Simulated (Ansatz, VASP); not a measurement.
# Cross-check of SiNi2 between VASP and Ansatz, part 2 of 2

Wanted: the spread between two codes on one cell, functional and k mesh.

VASP 6.6.1 and Ansatz 0.2.0.

So far: Starting point; Ansatz: relaxation of cell and atoms, LDA.

## (3) VASP: relaxation of cell and atoms, LDA

Level of this step: LDA, spin-polarised from a ferromagnetic start; plane waves and PAW (Si, Ni) (VASP).

The same cell, functional (in two slightly different forms), mesh and smearing now go to VASP, with its own data sets and cutoff.

Lines of VASP's logs that name or quote its potential files are left out, and so is its time.

INCAR

```
SYSTEM = SiNi2
PREC = Accurate
ENCUT = 450
EDIFF = 1E-07
NELM = 120
ISMEAR = 1
SIGMA = 0.1
LREAL = .FALSE.
ALGO = Normal
GGA = CA
NBANDS = 36
ISPIN = 2
MAGMOM = 0 0 1 1 1 1
LASPH = .TRUE.
LMAXMIX = 4
LORBIT = 11
LWAVE = .FALSE.
LCHARG = .FALSE.
KPAR = 2
IBRION = 2
NSW = 40
ISIF = 3
EDIFFG = -0.01
POTIM = 0.4
```

POSCAR

```
SiNi2
1.0
    3.8359985100      0.0000000000      0.0000000000
   -1.9179992500      3.3220721600      0.0000000000
    0.0000000000      0.0000000000      4.9480000000
Si Ni
2 4
Direct
    0.3333333330      0.6666666670      0.7500000000
    0.6666666670      0.3333333330      0.2500000000
    0.0000000000      0.0000000000      0.0000000000
    0.0000000000      0.0000000000      0.5000000000
    0.3333333330      0.6666666670      0.2500000000
    0.6666666670      0.3333333330      0.7500000000
```

KPOINTS

```
Automatic mesh
0
Gamma
10 10 7
0 0 0
```

Potentials, in the order of the species: Si and Ni (LDA family, release 64).

Started as:

```
$ mpirun -np 2 vasp_std
```

Numbers of over 12 decimals in the logs are rounded to 6 here.

The program printed:

```text
[banner, memory and clock lines left out]
running    2 mpi-ranks, on    1 nodes
 distrk:  each k-point on    1 cores,    2 groups
 distr:  one band on    1 cores,    1 groups

 POSCAR found type information on POSCAR SiNi
 POSCAR found :  2 types and       6 ions
 LDA part: xc-table for (Slater(with rela. corr.)+CA(PZ))
 , standard interpolation
 POSCAR, INCAR and KPOINTS ok, starting setup
 FFT: planning ... GRIDC
 FFT: planning ... GRID_SOFT
 FFT: planning ... GRID
 WAVECAR not read
 entering main loop
       N       E                     dE             d eps       ncg     rms          rms(c)
DAV:   1     0.304996027729E+03    0.30500E+03   -0.18631E+04  8128   0.156E+03
DAV:   2    -0.218477873689E+02   -0.32684E+03   -0.30530E+03  8072   0.331E+02
DAV:   3    -0.460638978071E+02   -0.24216E+02   -0.22721E+02  8756   0.112E+02
DAV:   4    -0.466980463448E+02   -0.63415E+00   -0.63088E+00  9340   0.175E+01
DAV:   5    -0.467197426697E+02   -0.21696E-01   -0.21691E-01  9956   0.287E+00    0.258E+01
DAV:   6    -0.482025926505E+02   -0.14828E+01   -0.51688E+01  9476   0.117E+02    0.240E+01
DAV:   7    -0.421838858062E+02    0.60187E+01   -0.19025E+01  9480   0.101E+02    0.957E+00
DAV:   8    -0.425793047116E+02   -0.39542E+00   -0.65410E+00  9596   0.668E+01    0.969E+00
DAV:   9    -0.418809732608E+02    0.69833E+00   -0.16319E+00 10900   0.384E+01    0.220E+00
DAV:  10    -0.418638356741E+02    0.17138E-01   -0.38558E-01  9520   0.690E+00    0.793E-01
DAV:  11    -0.418644484197E+02   -0.61275E-03   -0.31053E-02  9108   0.193E+00    0.552E-01
DAV:  12    -0.418638230981E+02    0.62532E-03   -0.13141E-03 10480   0.373E-01    0.334E-01
DAV:  13    -0.418636870785E+02    0.13602E-03   -0.29837E-04 10404   0.175E-01    0.683E-02
DAV:  14    -0.418636851173E+02    0.19613E-05   -0.11007E-04  9696   0.181E-01    0.356E-02
DAV:  15    -0.418636820068E+02    0.31105E-05   -0.10558E-05  9680   0.494E-02    0.118E-02
DAV:  16    -0.418636811679E+02    0.83892E-06   -0.14713E-06 12380   0.185E-02    0.475E-03
DAV:  17    -0.418636811988E+02   -0.30933E-07   -0.42183E-07  8440   0.573E-03
   1 F= -.41863681E+02 E0= -.41864171E+02  d E =-.418637E+02  mag=    -0.0000
[...]
2 F= -.41877734E+02 E0= -.41878288E+02  d E =-.140529E-01  mag=     0.0000
[...]
3 F= -.41880849E+02 E0= -.41881404E+02  d E =-.171682E-01  mag=     0.0000
[...]
4 F= -.41884613E+02 E0= -.41885213E+02  d E =-.376329E-02  mag=     0.0000
 trial-energy change:   -0.003763  1 .order   -0.003704   -0.006680   -0.000728
 step:   1.0492(harm=  1.0564)  dis= 0.00000  next Energy=   -41.884655 (dE=-0.381E-02)
 bond charge predicted
       N       E                     dE             d eps       ncg     rms          rms(c)
DAV:   1    -0.418848534188E+02   -0.24070E-03   -0.55249E-03  9096   0.473E-01    0.104E-01
DAV:   2    -0.418848318085E+02    0.21610E-04   -0.71663E-04  9368   0.606E-01    0.125E-01
DAV:   3    -0.418847425806E+02    0.89228E-04   -0.54793E-04  9644   0.729E-01    0.829E-02
DAV:   4    -0.418846772961E+02    0.65285E-04   -0.13765E-04  9664   0.372E-01    0.336E-02
DAV:   5    -0.418846581274E+02    0.19169E-04   -0.42473E-05 11460   0.956E-02    0.789E-03
DAV:   6    -0.418846578725E+02    0.25495E-06   -0.65643E-06  9536   0.301E-02    0.269E-03
DAV:   7    -0.418846578791E+02   -0.66120E-08   -0.41266E-07  8156   0.618E-03
   5 F= -.41884658E+02 E0= -.41885260E+02  d E =-.380847E-02  mag=    -0.0000
 curvature:  -0.60 expect dE=-0.301E-04 dE for cont linesearch -0.683E-06
 trial: gam=-0.03469 g(F)=  0.287E-44 g(S)=  0.497E-04 ort = 0.960E-04 (trialstep = 0.963E+00)
 search vector abs. value=  0.529E-04
 reached required accuracy - stopping structural energy minimisation
```

Parts of OUTCAR (step 3):

```text
ion  position               nearest neighbor table
   1  0.333  0.667  0.750-   6 2.21   6 2.21   6 2.21   5 2.47   5 2.47   3 2.54   4 2.54   4 2.54
                             3 2.54   4 2.54   3 2.54
   2  0.667  0.333  0.250-   5 2.21   5 2.21   5 2.21   6 2.47   6 2.47   3 2.54   4 2.54   3 2.54
                             4 2.54   3 2.54   4 2.54
   3  0.000  0.000  0.000-   4 2.47   4 2.47   1 2.54   5 2.54   6 2.54   2 2.54   1 2.54   5 2.54
                             2 2.54   6 2.54   2 2.54   6 2.54   1 2.54   5 2.54
   4  0.000  0.000  0.500-   3 2.47   3 2.47   1 2.54   5 2.54   6 2.54   2 2.54   1 2.54   5 2.54
                             2 2.54   6 2.54   2 2.54   6 2.54   1 2.54   5 2.54
   5  0.333  0.667  0.250-   2 2.21   2 2.21   2 2.21   1 2.47   1 2.47   3 2.54   4 2.54   4 2.54
                             3 2.54   4 2.54   3 2.54
   6  0.667  0.333  0.750-   1 2.21   1 2.21   1 2.21   2 2.47   2 2.47   3 2.54   4 2.54   3 2.54
                             4 2.54   3 2.54   4 2.54

  LATTYP: Found a hexagonal cell.
 ALAT       =     3.8359985100
 C/A-ratio  =     1.2898857982

 Subroutine GETGRP returns: Found 24 space group operations
 (whereof 12 operations were pure point group operations)

The static configuration has the point symmetry D_3d.
 The point group associated with its full space group is D_6h.

 Found     56 irreducible k-points:

   k-points           NKPTS =     56   k-points in BZ     NKDIM =     56   number of bands    NBANDS=     36

   dimension x,y,z NGX =    28 NGY =   28 NGZ =   36
   dimension x,y,z NGXF=    56 NGYF=   56 NGZF=   72

   ENCUT  =  450.0 eV  33.07 Ry    5.75 a.u.   6.64  6.64  8.56*2*pi/ulx,y,z

   NELECT =      48.0000    total number of electrons

 k-points in reciprocal lattice and weights: Automatic mesh
   0.00000000  0.00000000  0.00000000       0.001
   0.10000000 -0.00000000  0.00000000       0.009
   0.20000000 -0.00000000  0.00000000       0.009
   0.30000000  0.00000000  0.00000000       0.009
   0.40000000  0.00000000  0.00000000       0.009
   0.50000000  0.00000000  0.00000000       0.004
   0.10000000  0.10000000  0.00000000       0.009
   0.20000000  0.10000000  0.00000000       0.017
   0.30000000  0.10000000  0.00000000       0.017
[...]
0.40000000  0.20000000  0.42857143       0.017
   0.30000000  0.30000000  0.42857143       0.017

 average (electrostatic) potential at core
       1 -79.5116       2 -79.5116       3 -79.5656       4 -79.5656       5 -79.8314
       6 -79.8314

 E-fermi :  11.7526

 spin component 1
 k-point     1 :       0.0000    0.0000    0.0000
  band No.  band energies     occupation
    ...
     18      10.3251      1.00000
     19      10.3251      1.00000
     20      10.4390      1.00000
     21      11.1045      1.00000
     22      11.1045      1.00000
     23      11.9309     -0.01509
     24      14.6006      0.00000
     25      14.6006      0.00000
     26      14.6397      0.00000
     27      14.7627      0.00000
    ...

 k-point     2 :       0.1000   -0.0000    0.0000
  band No.  band energies     occupation
    ...
     18      10.3114      1.00000
     19      10.3252      1.00000
     20      10.4991      1.00000
     21      11.0500      1.00000
     22      11.0875      1.00000
     23      11.8829     -0.03462
     24      13.0779     -0.00000
     25      13.3858     -0.00000
     26      14.6268      0.00000
     27      15.0873      0.00000
    ...

 k-point     3 :       0.2000   -0.0000    0.0000
  band No.  band energies     occupation
    ...
     19      10.3056      1.00000
     20      10.5248      1.00000
     21      10.9192      1.00000
     22      11.0547      1.00000
     23      11.7284      0.69845
     24      11.7569      0.46407
     25      12.2307     -0.00000
     26      14.4740      0.00000
     27      14.8141      0.00000
     28      15.2259      0.00000
    ...

 k-point     4 :       0.3000    0.0000    0.0000
  band No.  band energies     occupation
    ...
     21      10.8124      1.00000
     22      10.8591      1.00000
     23      11.0374      1.00000
     24      11.2501      1.00000
     25      11.5655      1.01186
     26      13.8786      0.00000
     27      14.3176      0.00000
     28      14.9590      0.00000
     29      15.7835      0.00000
     30      18.1348      0.00000
    ...

 k-point     5 :       0.4000    0.0000    0.0000
  band No.  band energies     occupation
    ...
     21      10.5071      1.00000
     22      10.5494      1.00000
     23      10.7582      1.00000
     24      11.0388      1.00000
     25      11.3234      1.00000
     26      13.3004     -0.00000
     27      13.8801      0.00000
     28      14.9076      0.00000
     29      15.7106      0.00000
     30      18.0463      0.00000
    ...

 k-point     6 :       0.5000    0.0000    0.0000
  band No.  band energies     occupation
    ...
     21      10.3494      1.00000
     22      10.4850      1.00000
     23      10.7123      1.00000
     24      11.0422      1.00000
     25      11.1884      1.00000
     26      13.0877     -0.00000
     27      13.7204     -0.00000
     28      14.8980      0.00000
     29      15.6853      0.00000
     30      18.0301      0.00000
    ...

  Total        0.0511641      0.0511641      0.0499533      0.0000000      0.0000000     -0.0000000
  in kB        1.3223558      1.3223558      1.2910633      0.0000000      0.0000000     -0.0000000
  external PRESSURE =       1.3119250 kB  Pullay stress =       0.0000000 kB

  energy-cutoff  :      450.00
  volume of cell :       61.99
      direct lattice vectors                 reciprocal lattice vectors
     3.835547107 -0.000000000 -0.000000000     0.260718998  0.150526183  0.000000000
    -1.917773549  3.321681234  0.000000000     0.000000000  0.301052368 -0.000000000
    -0.000000000  0.000000000  4.865664364     0.000000000 -0.000000000  0.205521780

 POSITION                                       TOTAL-FORCE (eV/Angst)
 -----------------------------------------------------------------------------------
      0.00000      2.21445      3.64925        -0.000000      0.000000     -0.000000
      1.91777      1.10723      1.21642        -0.000000     -0.000000      0.000000
      0.00000      0.00000     -0.00000         0.000000      0.000000      0.000000
     -0.00000      0.00000      2.43283         0.000000      0.000000      0.000000
      0.00000      2.21445      1.21642         0.000000      0.000000      0.000000
      1.91777      1.10723      3.64925         0.000000      0.000000      0.000000
 -----------------------------------------------------------------------------------
    total drift:                                0.000000     -0.000000      0.000000

  FREE ENERGIE OF THE ION-ELECTRON SYSTEM (eV)
  ---------------------------------------------------
  free  energy   TOTEN  =       -41.8846578791 eV

  energy  without entropy=      -41.8864642677  energy(sigma->0) =      -41.88526001

 reached required accuracy - stopping structural energy minimisation

 total charge
# of ion       s       p       d       tot
------------------------------------------
    1        0.728   0.906   0.000   1.635
    2        0.728   0.906   0.000   1.635
    3        0.457   0.595   8.478   9.531
    4        0.457   0.595   8.478   9.531
    5        0.540   0.669   8.570   9.779
    6        0.540   0.669   8.570   9.779
--------------------------------------------------
tot          3.451   4.341  34.098  41.889

 magnetization (x)
# of ion       s       p       d       tot
------------------------------------------
    1       -0.000  -0.000   0.000  -0.000
    2       -0.000  -0.000   0.000  -0.000
    3        0.000   0.000  -0.000  -0.000
    4        0.000   0.000  -0.000  -0.000
    5        0.000  -0.000   0.000   0.000
    6        0.000  -0.000   0.000   0.000
--------------------------------------------------
tot         -0.000  -0.000   0.000  -0.000

[... 1 further part left out ...]
```

CONTCAR:

```
SiNi2
   1.00000000000000
     3.8355471071441123   -0.0000000000009581   -0.0000000000000000
    -1.9177735485734742    3.3216812336592829    0.0000000000000000
    -0.0000000000000000    0.0000000000000000    4.8656643640253332
  Si              Ni
     2     4
Direct
     0.3333333329999988    0.6666666670000012    0.7500000000000000
     0.6666666670000012    0.3333333329999988    0.2500000000000000
     0.0000000000000000    0.0000000000000000    0.0000000000000000
     0.0000000000000000    0.0000000000000000    0.5000000000000000
     0.3333333329999988    0.6666666670000012    0.2500000000000000
     0.6666666670000012    0.3333333329999988    0.7500000000000000
```

## (4) Differences

Known differences besides the potentials themselves: the two LDA forms differ slightly; both relaxations stop at a tolerance, which leaves soft axes loose, and VASP keeps its plane-wave basis; the data sets hold 80 valence electrons in Ansatz (default PAW (the set named soft_2) files) and 48 in VASP; the cutoff is 420 eV in Ansatz and 450 eV in VASP; VASP's log shows a relativistic correction to its local exchange, Ansatz's none; Ansatz adds a Pulay correction to the stress that steers its cell, VASP none. Total energies have different zeros and are not compared.

The two programs side by side:

```csv
quantity,Ansatz,VASP,difference
volume (Å³),61.95,61.99,-0.06 %
"edge a after relaxation, in the typed setting (Å)",3.834,3.836,-0.05 %
"edge c after relaxation, in the typed setting (Å)",4.867,4.866,+0.03 %
```

The walks stopped with -0.02 GPa left in Ansatz and 0.13 GPa in VASP; each walk ends within a tolerance, so the volume difference is uncertain by about these residues over the bulk modulus, most in soft cells.

## (5) Outcome

```
difference in volume (relaxation of cell and atoms, LDA) : -0.065 %
```

In words: The difference in volume is -0.065 % (relaxation of cell and atoms, LDA), within the 1.2 % picked in this series as the mark of a large difference, as far as the stopping tolerances let one tell. How closely two codes agree says nothing of how well the functional describes the real material.

[Lines on the potential files, build, host, timing and source positions are cut from VASP's logs without a mark.]

[Logs are printed without paths, hosts, clocks, repeated set-up lines and the standing remarks that a program may print on its own settings, such as how far it seeks lower states.]

[Hosts, paths, dates, database ids (printed as entryN), source tags and the programs' standing remarks are cut or masked in the printed files.]
